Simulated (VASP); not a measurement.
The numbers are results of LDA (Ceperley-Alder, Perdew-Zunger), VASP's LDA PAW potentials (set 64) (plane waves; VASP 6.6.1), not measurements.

Input for VASP

POSCAR:
```
Na3Cd
1
    0.0000000000     3.8762400000     3.8762400000
    3.8762400000     0.0000000000     3.8762400000
    3.8762400000     3.8762400000     0.0000000000
Na Cd
3 1
Direct
  0.2500000000   0.2500000000   0.2500000000
  0.7500000000   0.7500000000   0.7500000000
  0.5000000000   0.5000000000   0.5000000000
  0.0000000000   0.0000000000   0.0000000000
```

### KPOINTS
```
Automatic mesh
0
Gamma
10 10 10
0 0 0
```

**INCAR**
```
PREC  =  Accurate
LCHARG  =  .FALSE.
LWAVE  =  .FALSE.
NELM  =  100   ! most electronic steps
ALGO  =  Normal   ! blocked Davidson
LREAL  =  .FALSE.   ! projection in real space or not
SYSTEM  =  Na3Cd
LASPH  =  .TRUE.
ISMEAR  =  -1   ! Fermi-Dirac
SIGMA  =  0.1
ENCUT  =  300
ISIF  =  2   ! forces and stress, cell fixed
LMAXMIX  =  4   ! l cut-off of mixed one-centre charges
EDIFF  =  1E-6   ! SCF stop (eV)
```

POTCAR, in this order: Na_pv Cd (LDA.64 set). Program: vasp_std.

What VASP printed:

### OSZICAR
```
       N       E                     dE             d eps       ncg     rms          rms(c)
DAV:   1     0.237255798916E+03    0.23726E+03   -0.13659E+04  1920   0.117E+03
DAV:   2     0.706438550026E+01   -0.23019E+03   -0.22373E+03  1952   0.376E+02
DAV:   3    -0.585493007751E+01   -0.12919E+02   -0.12565E+02  2128   0.108E+02
DAV:   4    -0.603267006690E+01   -0.17774E+00   -0.17762E+00  2016   0.129E+01
DAV:   5    -0.603563609695E+01   -0.29660E-02   -0.29659E-02  2100   0.169E+00    0.129E+00
DAV:   6    -0.597437182186E+01    0.61264E-01   -0.19874E-01  2040   0.322E+00    0.101E+00
DAV:   7    -0.596730292895E+01    0.70689E-02   -0.83242E-03  1980   0.702E-01    0.641E-01
DAV:   8    -0.596428160603E+01    0.30213E-02   -0.23201E-03  2140   0.509E-01    0.682E-02
DAV:   9    -0.596428163632E+01   -0.30283E-07   -0.14240E-04  2052   0.128E-01    0.147E-02
DAV:  10    -0.596428168763E+01   -0.51314E-07   -0.19097E-05  2060   0.415E-02    0.575E-03
DAV:  11    -0.596428152628E+01    0.16135E-06   -0.14180E-06  1388   0.145E-02
   1 F= -.59642815E+01 E0= -.59356724E+01  d E =-.572183E-01
```

OUTCAR:
```
------------------------ aborting loop because EDIFF is reached ----------------------------------------
  FORCE on cell =-STRESS in cart. coord.  units (eV):
  Direction    XX          YY          ZZ          XY          YZ          ZX
  --------------------------------------------------------------------------------------
  Total       -0.9744740     -0.9744740     -0.9744740     -0.0000000      0.0000000      0.0000000
  in kB      -13.4035202    -13.4035202    -13.4035202     -0.0000000      0.0000000      0.0000000
  external PRESSURE =     -13.4035202 kB  Pullay stress =       0.0000000 kB
  volume of cell :      116.48
      direct lattice vectors                 reciprocal lattice vectors
     0.000000000  3.876240000  3.876240000    -0.128990981  0.128990981  0.128990981
     3.876240000  0.000000000  3.876240000     0.128990981 -0.128990981  0.128990981
     3.876240000  3.876240000  0.000000000     0.128990981  0.128990981 -0.128990981
 POSITION                                       TOTAL-FORCE (eV/Angst)
 -----------------------------------------------------------------------------------
      1.93812      1.93812      1.93812         0.000000      0.000000      0.000000
      5.81436      5.81436      5.81436        -0.000000     -0.000000     -0.000000
      3.87624      3.87624      3.87624        -0.000000      0.000000     -0.000000
      0.00000      0.00000      0.00000        -0.000000      0.000000     -0.000000
 -----------------------------------------------------------------------------------
    total drift:                                0.000000     -0.000000      0.000000
  FREE ENERGIE OF THE ION-ELECTRON SYSTEM (eV)
  ---------------------------------------------------
  free  energy   TOTEN  =        -5.9642815263 eV

  energy  without entropy=       -5.9070632728  energy(sigma->0) =       -5.93567240
```
(Selected blocks of OUTCAR.)

At this cut-off the stress carries a Pulay error, which pulls relaxed volumes low.

The structure comes from a computed database's Na3Cd entry (Fm-3m); how it stands against other phases isn't given here. The cell was not relaxed at this level. The electron count is odd and the run is not spin-polarised, which forces a metal.
